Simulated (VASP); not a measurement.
# MoS2 (R3m): band edges, masses and strain, part 3 of 3

Wanted: where the band edges of MoS2 lie, how heavy the carriers are and how strain moves the gap. The start is a cell from a database of measured crystal structures.

VASP 6.6.1, plane waves and PAW; the level of theory is named at each step.

So far. Step 16 (Bands of the strained cell, strain along x 0.5 %): The path shows an indirect gap of 0.88 eV (valence top at Z, conduction bottom between X and Γ). The least direct gap is 1.71 eV.

### 18. Bands of the strained cell

INCAR reads:

```
SYSTEM = MoS2
PREC = Accurate
ENCUT = 400
EDIFF = 1E-06
NELM = 100
ISMEAR = 0
SIGMA = 0.02
LREAL = .FALSE.
ALGO = Normal
GGA = PS
NBANDS = 26
LASPH = .TRUE.
LORBIT = 11
LWAVE = .FALSE.
LCHARG = .FALSE.
KPAR = 4
ISIF = 2
```

POSCAR reads:

```
MoS2
1.0
    1.5799999400      0.9076523240      6.1500000000
   -1.5799999400      0.9076523240      6.1500000000
    0.0000000000     -1.8153046481      6.1500000000
Mo S
1 2
Direct
    0.9998954801      0.9998954801      0.0004982865
    0.2493078337      0.2493078337      0.2490300169
    0.4177966862      0.4177966862      0.4174716966
```

KPOINTS reads:

```
Automatic mesh
0
Gamma
10 10 10
0 0 0
```

KPOINTS_OPT reads:

```
Line mode
16
Line-mode
Reciprocal
  0.00000000   0.00000000   0.00000000 GAMMA
 -0.50000000  -0.50000000   0.00000000 Y

 -0.50000000  -0.50000000   0.00000000 Y
 -0.34059385  -0.34059385   0.18118770 F

 -0.34059385  -0.34059385   0.18118770 F
  0.00000000   0.00000000   0.50000000 L

  0.00000000   0.00000000   0.50000000 L
 -0.18049438   0.18049438   0.50000000 I

  0.18049438   0.81950562   0.50000000 I1
  0.50000000   0.50000000   0.50000000 Z

  0.50000000   0.50000000   0.50000000 Z
  0.34059385   0.34059385   0.81881230 F1

 -0.50000000  -0.50000000   0.00000000 Y
 -0.65849337  -0.34150663   0.00000000 X1

 -0.34150663   0.34150663   0.00000000 X
  0.00000000   0.00000000   0.00000000 GAMMA

  0.00000000   0.00000000   0.00000000 GAMMA
 -0.50000000   0.00000000   0.00000000 N

  0.00000000   0.50000000   0.50000000 M
  0.00000000   0.00000000   0.00000000 GAMMA
```

The projector-augmented-wave data sets are Mo_sv and S (PBE family, release 64).

Launch:

```
> mpirun -np 4 vasp_std
```

The job ended after 1.7 min (4 MPI ranks of Intel Xeon 6975P-C (Granite Rapids), shared host; peak memory 2.1 GiB).

The run ends at a pressure of -0.55 GPa, with forces up to 7.0e-4 eV/Å.

### 19. Strained cell, atoms relaxed

INCAR, as its differences from that of step 18:

```diff
@@ -10,3 +10,3 @@
 GGA = PS
-NBANDS = 26
+NBANDS = 19
 LASPH = .TRUE.
@@ -16,2 +16,5 @@
 KPAR = 4
+IBRION = 2
+NSW = 30
 ISIF = 2
+EDIFFG = -0.003
```

POSCAR reads:

```
MoS2
1.0
    1.5799999400      0.9167744580      6.1500000000
   -1.5799999400      0.9167744580      6.1500000000
    0.0000000000     -1.8335489159      6.1500000000
Mo S
1 2
Direct
    0.0000969778      0.0000969778      0.0000969778
    0.2493547625      0.2493547625      0.2493547625
    0.4175482597      0.4175482597      0.4175482597
```

KPOINTS is that of step 18.

Launch:

```
> mpirun -np 4 vasp_std
```

Run time: 2 min. Hardware: 4 MPI ranks; peak memory 1.6 GiB; 7.9 min of CPU time.

### 20. Bands of the strained cell

INCAR, as its differences from that of step 19:

```diff
@@ -10,3 +10,3 @@
 GGA = PS
-NBANDS = 19
+NBANDS = 26
 LASPH = .TRUE.
@@ -16,5 +16,2 @@
 KPAR = 4
-IBRION = 2
-NSW = 30
 ISIF = 2
-EDIFFG = -0.003
```

POSCAR reads:

```
MoS2
1.0
    1.5799999400      0.9167744580      6.1500000000
   -1.5799999400      0.9167744580      6.1500000000
    0.0000000000     -1.8335489159      6.1500000000
Mo S
1 2
Direct
    0.0002960003      0.0002960003      0.9997013661
    0.2494037775      0.2494037775      0.2496785256
    0.4173002221      0.4173002221      0.4176201082
```

KPOINTS is that of step 19.

KPOINTS_OPT reads:

```
Line mode
16
Line-mode
Reciprocal
  0.00000000   0.00000000   0.00000000 GAMMA
 -0.50000000  -0.50000000   0.00000000 Y

 -0.50000000  -0.50000000   0.00000000 Y
 -0.34074052  -0.34074052   0.18148105 F

 -0.34074052  -0.34074052   0.18148105 F
  0.00000000   0.00000000   0.50000000 L

  0.00000000   0.00000000   0.50000000 L
 -0.18216113   0.18216113   0.50000000 I

  0.18216113   0.81783887   0.50000000 I1
  0.50000000   0.50000000   0.50000000 Z

  0.50000000   0.50000000   0.50000000 Z
  0.34074052   0.34074052   0.81851895 F1

 -0.50000000  -0.50000000   0.00000000 Y
 -0.66016012  -0.33983988   0.00000000 X1

 -0.33983988   0.33983988   0.00000000 X
  0.00000000   0.00000000   0.00000000 GAMMA

  0.00000000   0.00000000   0.00000000 GAMMA
 -0.50000000   0.00000000   0.00000000 N

  0.00000000   0.50000000   0.50000000 M
  0.00000000   0.00000000   0.00000000 GAMMA
```

Launch:

```
> mpirun -np 4 vasp_std
```

Wall time 1.8 min (4 MPI ranks); peak memory 2.1 GiB.

The run ends at a pressure of -1.50 GPa, with forces up to 6.7e-4 eV/Å.

### 21. Strained cell, atoms relaxed

INCAR, as its differences from that of step 20:

```diff
@@ -10,3 +10,3 @@
 GGA = PS
-NBANDS = 26
+NBANDS = 19
 LASPH = .TRUE.
@@ -16,2 +16,5 @@
 KPAR = 4
+IBRION = 2
+NSW = 30
 ISIF = 2
+EDIFFG = -0.003
```

POSCAR reads:

```
MoS2
1.0
    1.5799999400      0.9122133910      6.1192500000
   -1.5799999400      0.9122133910      6.1192500000
    0.0000000000     -1.8244267820      6.1192500000
Mo S
1 2
Direct
    0.0000969778      0.0000969778      0.0000969778
    0.2493547625      0.2493547625      0.2493547625
    0.4175482597      0.4175482597      0.4175482597
```

KPOINTS is that of step 20.

Launch:

```
> mpirun -np 4 vasp_std
```

Elapsed: 45 s, on 4 MPI ranks; peak memory 1.2 GiB; 2.9 min of CPU time.

The relaxation ends 0.4 meV an atom lower, with a largest force of 0.0016 eV/Å.

### 22. Bands of the strained cell

INCAR, as its differences from that of step 21:

```diff
@@ -10,3 +10,3 @@
 GGA = PS
-NBANDS = 19
+NBANDS = 26
 LASPH = .TRUE.
@@ -16,5 +16,2 @@
 KPAR = 4
-IBRION = 2
-NSW = 30
 ISIF = 2
-EDIFFG = -0.003
```

POSCAR reads:

```
MoS2
1.0
    1.5799999400      0.9122133910      6.1192500000
   -1.5799999400      0.9122133910      6.1192500000
    0.0000000000     -1.8244267820      6.1192500000
Mo S
1 2
Direct
    0.0000978284      0.0000978284      0.0000978284
    0.2489504760      0.2489504760      0.2489504760
    0.4179516957      0.4179516957      0.4179516957
```

KPOINTS is that of step 21.

KPOINTS_OPT reads:

```
Line mode
16
Line-mode
Reciprocal
  0.00000000   0.00000000   0.00000000 GAMMA
  0.50000000   0.00000000   0.00000000 L

  0.50000000   0.00000000   0.00000000 L
  0.50000000   0.18148179  -0.18148179 B1

  0.81851821   0.50000000   0.18148179 B
  0.50000000   0.50000000   0.50000000 Z

  0.50000000   0.50000000   0.50000000 Z
  0.00000000   0.00000000   0.00000000 GAMMA

  0.00000000   0.00000000   0.00000000 GAMMA
  0.34074089   0.00000000  -0.34074089 X

  0.65925911   0.34074089   0.00000000 Q
  0.50000000   0.50000000   0.00000000 F

  0.50000000   0.50000000   0.00000000 F
  0.65925911   0.65925911   0.18148179 P1

  0.65925911   0.65925911   0.18148179 P1
  0.50000000   0.50000000   0.50000000 Z

  0.50000000   0.00000000   0.00000000 L
  0.81851821   0.34074089   0.34074089 P
```

Launch:

```
> mpirun -np 4 vasp_std
```

Wall time 57 s (4 MPI ranks); peak memory 1.4 GiB; 3.7 min of CPU time.

Electronic bands along the path, in eV, zero at the valence-band top; v1 is the highest filled band, c1 the lowest empty one:

| point | v4 | v3 | v2 | v1 | c1 | c2 | c3 | c4 |
| --- | --- | --- | --- | --- | --- | --- | --- | --- |
| Γ | -2.29 | -2.29 | -1.25 | -1.20 | 2.02 | 2.02 | 2.44 | 2.44 |
| 0.47 of the way | -3.23 | -2.63 | -1.60 | -1.47 | 1.19 | 1.82 | 2.48 | 2.94 |
| L | -4.03 | -2.37 | -1.61 | -1.52 | 1.60 | 2.00 | 3.44 | 3.45 |
| 0.53 of the way | -3.82 | -3.29 | -2.62 | -1.08 | 1.33 | 2.29 | 2.58 | 4.02 |
| B1 | -4.41 | -3.82 | -2.84 | -0.79 | 1.00 | 2.23 | 3.00 | 4.22 |
| jump to B | -4.41 | -3.82 | -2.84 | -0.79 | 1.00 | 2.23 | 3.00 | 4.22 |
| 0.47 of the way | -4.21 | -2.82 | -1.96 | -1.60 | 1.45 | 1.83 | 2.17 | 3.62 |
| Z | -3.43 | -2.26 | -2.26 | 0.00 | 2.12 | 2.12 | 2.29 | 2.29 |
| 0.47 of the way | -2.76 | -2.27 | -2.27 | -0.25 | 2.07 | 2.07 | 2.37 | 2.37 |
| Γ | -2.29 | -2.29 | -1.25 | -1.20 | 2.02 | 2.02 | 2.44 | 2.44 |
| 0.47 of the way | -3.71 | -2.70 | -1.56 | -1.48 | 0.90 | 1.76 | 2.22 | 3.54 |
| X | -4.42 | -3.73 | -2.89 | -0.77 | 0.97 | 2.23 | 2.98 | 4.24 |
| jump to Q | -4.42 | -3.73 | -2.89 | -0.77 | 0.97 | 2.23 | 2.98 | 4.24 |
| 0.47 of the way | -4.07 | -3.38 | -2.79 | -1.03 | 1.47 | 2.44 | 2.93 | 3.63 |
| F | -3.94 | -2.97 | -1.82 | -1.34 | 1.55 | 2.14 | 2.95 | 3.91 |
| 0.53 of the way | -3.95 | -2.93 | -1.81 | -1.35 | 1.55 | 2.15 | 2.97 | 3.87 |
| P1 | -3.96 | -2.84 | -1.78 | -1.36 | 1.56 | 2.17 | 3.02 | 3.79 |
| 0.53 of the way | -3.13 | -2.73 | -2.33 | -1.25 | 1.69 | 1.95 | 2.08 | 3.08 |
| Z | -3.43 | -2.26 | -2.26 | 0.00 | 2.12 | 2.12 | 2.29 | 2.29 |
| jump to L | -4.03 | -2.37 | -1.61 | -1.52 | 1.60 | 2.00 | 3.44 | 3.45 |
| 0.53 of the way | -4.00 | -2.56 | -1.68 | -1.44 | 1.58 | 2.08 | 3.28 | 3.57 |
| P | -3.96 | -2.84 | -1.78 | -1.36 | 1.56 | 2.17 | 3.02 | 3.79 |

Of the projections kept (Mo, S), the largest for each band there; the rest of the weight can lie on other orbitals:

| point | v4 | v3 | v2 | v1 | c1 | c2 | c3 | c4 |
| --- | --- | --- | --- | --- | --- | --- | --- | --- |
| Γ | Mo 0.62 | Mo 0.62 | Mo 0.81 | S 0.88 | S 0.51 | S 0.51 | S 0.61 | S 0.61 |
| L | Mo 0.57 | S 0.72 | S 0.82 | Mo 0.71 | Mo 0.96 | Mo 0.92 | Mo 0.62 | Mo 0.63 |
| B1 | S 0.64 | S 0.78 | S 0.67 | Mo 0.84 | Mo 0.92 | Mo 0.79 | Mo 0.78 | Mo 0.71 |
| B | S 0.64 | S 0.78 | S 0.67 | Mo 0.84 | Mo 0.92 | Mo 0.79 | Mo 0.78 | Mo 0.71 |
| Z | Mo 0.71 | Mo 0.63 | Mo 0.63 | Mo 0.70 | S 0.53 | S 0.53 | S 0.60 | S 0.60 |
| Γ | Mo 0.62 | Mo 0.62 | Mo 0.81 | S 0.88 | S 0.51 | S 0.51 | S 0.61 | S 0.61 |

On this path the gap is indirect, 0.86 eV, with the valence top at Z and the conduction bottom between Γ and X. The least direct gap is 1.73 eV.

### 23. Strained cell, atoms relaxed

INCAR, as its differences from that of step 22:

```diff
@@ -10,3 +10,3 @@
 GGA = PS
-NBANDS = 26
+NBANDS = 19
 LASPH = .TRUE.
@@ -16,2 +16,5 @@
 KPAR = 4
+IBRION = 2
+NSW = 30
 ISIF = 2
+EDIFFG = -0.003
```

POSCAR reads:

```
MoS2
1.0
    1.5799999400      0.9122133910      6.1807500000
   -1.5799999400      0.9122133910      6.1807500000
    0.0000000000     -1.8244267820      6.1807500000
Mo S
1 2
Direct
    0.0000969778      0.0000969778      0.0000969778
    0.2493547625      0.2493547625      0.2493547625
    0.4175482597      0.4175482597      0.4175482597
```

KPOINTS is that of step 22.

Launch:

```
> mpirun -np 4 vasp_std
```

Elapsed: 47 s, on 4 MPI ranks; peak memory 1.2 GiB.

The relaxation ends 0.4 meV an atom lower, with a largest force of 7.2e-4 eV/Å.

### 24. Bands of the strained cell

INCAR, as its differences from that of step 23:

```diff
@@ -10,3 +10,3 @@
 GGA = PS
-NBANDS = 19
+NBANDS = 26
 LASPH = .TRUE.
@@ -16,5 +16,2 @@
 KPAR = 4
-IBRION = 2
-NSW = 30
 ISIF = 2
-EDIFFG = -0.003
```

POSCAR reads:

```
MoS2
1.0
    1.5799999400      0.9122133910      6.1807500000
   -1.5799999400      0.9122133910      6.1807500000
    0.0000000000     -1.8244267820      6.1807500000
Mo S
1 2
Direct
    0.0000981397      0.0000981397      0.0000981397
    0.2497553018      0.2497553018      0.2497553018
    0.4171465585      0.4171465585      0.4171465585
```

KPOINTS is that of step 23.

KPOINTS_OPT reads:

```
Line mode
16
Line-mode
Reciprocal
  0.00000000   0.00000000   0.00000000 GAMMA
  0.50000000   0.00000000   0.00000000 L

  0.50000000   0.00000000   0.00000000 L
  0.50000000   0.18118843  -0.18118843 B1

  0.81881157   0.50000000   0.18118843 B
  0.50000000   0.50000000   0.50000000 Z

  0.50000000   0.50000000   0.50000000 Z
  0.00000000   0.00000000   0.00000000 GAMMA

  0.00000000   0.00000000   0.00000000 GAMMA
  0.34059421   0.00000000  -0.34059421 X

  0.65940579   0.34059421   0.00000000 Q
  0.50000000   0.50000000   0.00000000 F

  0.50000000   0.50000000   0.00000000 F
  0.65940579   0.65940579   0.18118843 P1

  0.65940579   0.65940579   0.18118843 P1
  0.50000000   0.50000000   0.50000000 Z

  0.50000000   0.00000000   0.00000000 L
  0.81881157   0.34059421   0.34059421 P
```

Launch:

```
> mpirun -np 4 vasp_std
```

It took 57 s on 4 MPI ranks; peak memory 1.4 GiB.

The run ends at a pressure of -1.10 GPa, with forces up to 8.3e-4 eV/Å.

### 25. Deformation of the gap

This step: gap under strain, PBEsol; plane waves and PAW (VASP 6.6.1).

The slopes are differences of the gaps above.

This step runs nothing: it gathers the runs above.

Where slopes are missing, an edge lies between the mesh points, and the path need not meet all the copies that this strain parts, so a lower one can be missed; linear strain along the axis, or along all three, without spin-orbit coupling; gaps are the least on mesh and path; a direction without two finished runs is left out; the two slopes differ by curvature, or where strain splits an edge or moves it to another point. Gap under strain:

| strain | gap at -0.5 % (eV) | gap unstrained (eV) | gap at +0.5 % (eV) | slope under compression (eV per unit strain) | slope under tension (eV per unit strain) |
| --- | --- | --- | --- | --- | --- |
| hydrostatic | 0.8595 | 0.8828 | 0.9042 | 4.66 | 4.28 |
| along x | 0.8829 | 0.8828 | 0.8831 | - | - |
| along y | 0.8871 | 0.8828 | 0.8789 | - | - |
| along z | 0.8563 | 0.8828 | 0.9091 | 5.3 | 5.26 |

### 26. Orbitals for bands with HSE06

This step: PBE; plane waves and PAW (Mo_sv, S) (VASP 6.6.1).

The hybrid starts from PBE orbitals, which saves many expensive cycles.

INCAR reads:

```
SYSTEM = MoS2
PREC = Accurate
ENCUT = 400
EDIFF = 1E-05
NELM = 100
ISMEAR = 0
SIGMA = 0.02
LREAL = .FALSE.
ALGO = Normal
GGA = PE
NBANDS = 19
LASPH = .TRUE.
LORBIT = 11
LWAVE = .TRUE.
LCHARG = .FALSE.
KPAR = 4
```

POSCAR reads:

```
MoS2
1.0
    1.5799999400      0.9122133910      6.1500000000
   -1.5799999400      0.9122133910      6.1500000000
    0.0000000000     -1.8244267820      6.1500000000
Mo S
1 2
Direct
    0.0000969778      0.0000969778      0.0000969778
    0.2493547625      0.2493547625      0.2493547625
    0.4175482597      0.4175482597      0.4175482597
```

KPOINTS reads:

```
Automatic mesh
0
Gamma
6 6 6
0 0 0
```

Launch:

```
> mpirun -np 4 vasp_std
```

The job ended after 11 s (4 MPI ranks; peak memory 1 GiB).

This step gave:

* bands: 19
* irreducible k-points: 32
* free energy (TOTEN): -21.79 eV
* Fermi energy: 7.735 eV
* pressure: 3.820 GPa
* conduction bottom at k: -0.1667, 0.1667, 0
* least direct gap at k: -0.1667, 0.5, 0.1667
* gap on the k-mesh: 0.9455 eV
* least direct gap on the k-mesh: 1.730 eV

Force by atom:

| atom | x (eV/Å) | y (eV/Å) | z (eV/Å) | size |
| --- | --- | --- | --- | --- |
| Mo1 | 0.000 | 0.000 | 0.000 | 0.000 |
| S2 | 0.000 | 0.000 | -0.247 | 0.247 |
| S3 | 0.000 | 0.000 | 0.247 | 0.247 |

At this level the gap is 0.95 eV on the k-mesh of the self-consistent run, which can miss the band edges.

### 27. Bands with HSE06

This step: HSE06; plane waves and PAW (Mo_sv, S) (VASP 6.6.1).

A quarter of screened exact exchange corrects much of the semilocal gap error; its cost forces a coarser mesh.

INCAR reads:

```
SYSTEM = MoS2
PREC = Accurate
ENCUT = 400
EDIFF = 1E-06
NELM = 100
ISMEAR = 0
SIGMA = 0.02
LREAL = .FALSE.
ALGO = Normal
LHFCALC = .TRUE.
AEXX = 0.25
GGA = PE
HFSCREEN = 0.2
LASPH = .TRUE.
NBANDS = 19
PRECFOCK = Fast
LORBIT = 11
LWAVE = .FALSE.
LCHARG = .FALSE.
KPAR = 4
ISIF = 2
```

POSCAR is that of step 26.

KPOINTS is that of step 26.

KPOINTS_OPT reads:

```
Line mode
8
Line-mode
Reciprocal
  0.00000000   0.00000000   0.00000000 GAMMA
  0.50000000   0.00000000   0.00000000 L

  0.50000000   0.00000000   0.00000000 L
  0.50000000   0.18133401  -0.18133401 B1

  0.81866599   0.50000000   0.18133401 B
  0.50000000   0.50000000   0.50000000 Z

  0.50000000   0.50000000   0.50000000 Z
  0.00000000   0.00000000   0.00000000 GAMMA

  0.00000000   0.00000000   0.00000000 GAMMA
  0.34066700   0.00000000  -0.34066700 X

  0.65933300   0.34066700   0.00000000 Q
  0.50000000   0.50000000   0.00000000 F

  0.50000000   0.50000000   0.00000000 F
  0.65933300   0.65933300   0.18133401 P1

  0.65933300   0.65933300   0.18133401 P1
  0.50000000   0.50000000   0.50000000 Z

  0.50000000   0.00000000   0.00000000 L
  0.81866599   0.34066700   0.34066700 P
```

The WAVECAR or CHGCAR of an earlier step is read.

Launch:

```
> mpirun -np 4 vasp_std
```

Wall time 57 min (4 MPI ranks); peak memory 1.5 GiB.

Numbers from this step:

```yaml
scf_cycles: 9
free_energy_toten: -26.22 eV
fermi_energy: 7.467 eV
pressure: -1.075 GPa
least_gap_on_mesh_and_path: 1.487 eV
least_direct_gap_on_mesh_and_path: 2.215 eV
conduction_bottom_at_k: -0.1667, 0.5, 0.1667
```

The electronic bands at the labelled points (eV, zero at the valence-band top; v1 is the highest filled band, c1 the lowest empty one):

| point | v4 | v3 | v2 | v1 | c1 | c2 | c3 | c4 |
| --- | --- | --- | --- | --- | --- | --- | --- | --- |
| Γ | -2.47 | -2.47 | -1.48 | -1.29 | 2.78 | 2.78 | 3.19 | 3.19 |
| 0.43 of the way | -3.42 | -3.05 | -1.72 | -1.50 | 1.90 | 2.57 | 3.17 | 3.72 |
| L | -4.44 | -2.71 | -1.83 | -1.65 | 2.29 | 2.74 | 4.38 | 4.39 |
| 0.43 of the way | -4.31 | -3.22 | -2.86 | -1.20 | 2.07 | 2.98 | 3.59 | 4.88 |
| B1 | -4.95 | -4.23 | -3.23 | -0.75 | 1.53 | 3.07 | 3.84 | 5.28 |
| jump to B | -4.95 | -4.23 | -3.23 | -0.75 | 1.53 | 3.07 | 3.84 | 5.28 |
| 0.43 of the way | -4.78 | -3.23 | -2.27 | -1.75 | 2.18 | 2.73 | 2.84 | 4.67 |
| Z | -3.83 | -2.44 | -2.44 | 0.00 | 2.89 | 2.89 | 3.03 | 3.03 |
| 0.43 of the way | -3.17 | -2.45 | -2.45 | -0.24 | 2.84 | 2.84 | 3.11 | 3.11 |
| Γ | -2.47 | -2.47 | -1.48 | -1.29 | 2.78 | 2.78 | 3.19 | 3.19 |
| 0.43 of the way | -3.99 | -3.02 | -1.63 | -1.62 | 1.63 | 2.46 | 2.96 | 4.32 |
| X | -4.95 | -4.14 | -3.29 | -0.73 | 1.50 | 3.08 | 3.82 | 5.29 |
| jump to Q | -4.95 | -4.14 | -3.29 | -0.73 | 1.50 | 3.08 | 3.82 | 5.29 |
| 0.43 of the way | -4.49 | -3.89 | -3.14 | -1.03 | 2.03 | 3.28 | 3.75 | 4.68 |
| F | -4.36 | -3.33 | -2.03 | -1.47 | 2.24 | 2.89 | 3.87 | 4.87 |
| 0.43 of the way | -4.36 | -3.31 | -2.02 | -1.48 | 2.24 | 2.90 | 3.88 | 4.85 |
| P1 | -4.37 | -3.19 | -1.99 | -1.50 | 2.24 | 2.91 | 3.94 | 4.74 |
| 0.43 of the way | -3.71 | -2.81 | -2.74 | -1.68 | 2.23 | 2.75 | 3.04 | 4.24 |
| Z | -3.83 | -2.44 | -2.44 | 0.00 | 2.89 | 2.89 | 3.03 | 3.03 |
| jump to L | -4.44 | -2.71 | -1.83 | -1.65 | 2.29 | 2.74 | 4.38 | 4.39 |
| 0.43 of the way | -4.42 | -2.84 | -1.87 | -1.59 | 2.28 | 2.80 | 4.26 | 4.48 |
| P | -4.37 | -3.19 | -1.99 | -1.50 | 2.24 | 2.91 | 3.94 | 4.74 |

Of the projections kept (Mo, S), the largest for each band there; the rest of the weight can lie on other orbitals:

| point | v4 | v3 | v2 | v1 | c1 | c2 | c3 | c4 |
| --- | --- | --- | --- | --- | --- | --- | --- | --- |
| Γ | Mo 0.59 | Mo 0.59 | S 0.94 | Mo 0.85 | Mo 0.52 | Mo 0.52 | S 0.59 | S 0.59 |
| L | Mo 0.55 | S 0.73 | S 0.81 | Mo 0.73 | Mo 0.95 | Mo 0.91 | Mo 0.64 | Mo 0.63 |
| B1 | S 0.66 | S 0.78 | S 0.69 | Mo 0.84 | Mo 0.92 | Mo 0.80 | Mo 0.79 | Mo 0.72 |
| B | S 0.66 | S 0.78 | S 0.69 | Mo 0.84 | Mo 0.92 | Mo 0.80 | Mo 0.79 | Mo 0.72 |
| Z | Mo 0.69 | Mo 0.60 | Mo 0.60 | Mo 0.71 | Mo 0.51 | Mo 0.51 | S 0.58 | S 0.58 |
| Γ | Mo 0.59 | Mo 0.59 | S 0.94 | Mo 0.85 | Mo 0.52 | Mo 0.52 | S 0.59 | S 0.59 |

Force by atom:

| atom | x (eV/Å) | y (eV/Å) | z (eV/Å) | size |
| --- | --- | --- | --- | --- |
| Mo1 | 0.000 | 0.000 | 0.001 | 0.001 |
| S2 | 0.000 | 0.000 | 0.293 | 0.293 |
| S3 | 0.000 | 0.000 | -0.294 | 0.294 |

At this level the gap is 1.49 eV. Forces of up to 0.29 eV/Å remain, so this geometry is not at rest at this level.

### 28. Results

- gap, PBEsol: 0.884 eV
- gap with spin-orbit coupling: 0.854 eV
- gap, HSE06 without spin-orbit coupling: 1.49 eV
- electron masses, over the table's valid entries, with spin-orbit coupling: 0.53 to 0.78 electron masses
- hole masses, over the table's valid entries, with spin-orbit coupling: 0.68 to 0.90 electron masses

In this R3m structure the PBEsol gap is 0.88 eV and indirect; the smallest direct gap is 1.73 eV. Spin-orbit coupling changes the gap by -28 meV on the same mesh. HSE06, on a coarser mesh, gives 1.49 eV, 0.60 eV more. The masses of the two step lengths differ by up to 7 %, so the edges with valid masses are near parabolic there; other directions were not tested. An edge lies off the Cartesian axes of reciprocal space, where x, y and z need not be principal axes, so masses along them can mix longitudinal and transverse values. Stretching all axes by 0.5 % moves the gap by +21 meV. Where a small direct gap sets a mass, a semilocal functional that makes the gap too small makes the mass too light; phonons, excitons and temperature are left out.

[Lines on the potential files, build, host, timing and source positions are cut from VASP's logs without a mark.]

[Logs are printed without paths, hosts, clocks, repeated set-up lines and the standing remarks that a program may print on its own settings, such as how far it seeks lower states.]

[Hosts, paths, dates, database ids (printed as entryN), source tags and the programs' standing remarks are cut or masked in the printed files.]

[In band tables of VASP the shares of atoms and orbitals are scaled to a sum of 1 inside the atoms' spheres.]

[Gaps and slopes under strain along one axis are those of the sampled path and mesh points; where strain splits equal valleys, another of them can be the edge.]
